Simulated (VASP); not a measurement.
An input for Quantum ESPRESSO's pw.x (written as the equivalent of a VASP run, and not itself run):

```
&CONTROL
  calculation = 'vc-relax'
  pseudo_dir = './pseudo'
  outdir = './out'
  tprnfor = .true.
  tstress = .true.
  nstep = 60
  forc_conv_thr = 0.00039
/
&SYSTEM
  ibrav = 0
  nat = 2
  ntyp = 2
  ecutwfc = 62.5
  occupations = 'smearing'
  smearing = 'gaussian'
  degauss = 0.003675
  input_dft = 'vdw-df2'
/
&ELECTRONS
  conv_thr = 7.3e-08
  electron_maxstep = 100
/
&IONS
/
&CELL
/
ATOMIC_SPECIES
  Pb 207.200 Pb.upf
  S 32.060 S.upf
CELL_PARAMETERS angstrom
    -0.0000000    3.0856959    3.0856959
     3.0856959   -0.0000000    3.0856959
     3.0856959    3.0856959   -0.0000000
ATOMIC_POSITIONS crystal
  Pb   0.0000000  0.0000000  0.0000000
  S    0.5000000  0.5000000  0.5000000
K_POINTS automatic
  7 7 7 0 0 0
```

Q: Translate this input to VASP (INCAR, KPOINTS, POSCAR, choice of POTCAR).

A: Several could match; the one computed here: 
INCAR:
```
SYSTEM = PbS
PREC = Accurate
ENCUT = 520
EDIFF = 1E-6
NELM = 100
ALGO = Normal
LREAL = .FALSE.
LASPH = .TRUE.
ISMEAR = 0
SIGMA = 0.05
GGA = ML
ZAB_VDW = -1.8867
LUSE_VDW = .TRUE.
AGGAC = 0.0
LMAXMIX = 4
LWAVE = .FALSE.
LCHARG = .FALSE.
IBRION = 2
ISIF = 3
NSW = 60
EDIFFG = -0.01
```

File POSCAR:
```
PbS
1.0
  0.0000000000   3.0856959224   3.0856959224
  3.0856959224   0.0000000000   3.0856959224
  3.0856959224   3.0856959224   0.0000000000
Pb S
1 1
direct
  0.0000000000   0.0000000000   0.0000000000
  0.5000000000   0.5000000000   0.5000000000
```

File KPOINTS:
```
Automatic mesh
0
Gamma
7 7 7
0 0 0
```

POTCAR, in this order: Pb_d S (PBE.64 set). Program: vasp_std.

What does not carry over: the potentials are each code's own (VASP's PAW set, PseudoDojo norm-conserving files in pw.x), so ENCUT and ecutwfc are chosen apart and not converted; conv_thr bounds pw.x's estimated SCF error, while EDIFF bounds the energy change between steps; forc_conv_thr acts on force components and is met together with etot_conv_thr.

The compound is PbS in the rock salt structure. It was relaxed first, which changed the volume by +12 %. The start is the result of an earlier pass.
